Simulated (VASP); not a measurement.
Here is the system:

```xyz
2
Lattice="0.0000 2.1902 2.1902 2.1902 0.0000 2.1902 2.1902 2.1902 0.0000" Properties=species:S:1:pos:R:3 pbc="T T T"
Si     0.0000     0.0000     0.0000
C      1.0951     1.0951     1.0951
```

Method: PW91 GGA, VASP's PBE PAW potentials (set 64) (plane waves; VASP). Settings: 520 eV cut-off, 12×12×12 Γ-centred mesh, tetrahedra with Blöchl corrections, potentials Si C.

Task: Predict the energy per atom (σ→0), band gap (on the k-mesh) with the smallest direct gap where there is one.

Result: 
```
Property                                     Result
-----------------------------------  --------------
band gap (on the k-mesh)                    1.41 eV
smallest direct gap (on the k-mesh)         4.56 eV
energy per atom (σ→0)                -7.538 eV/atom
```

Only differences to runs with the same potentials and settings are physical.

The compound is SiC in the zinc blende structure. It was relaxed first.
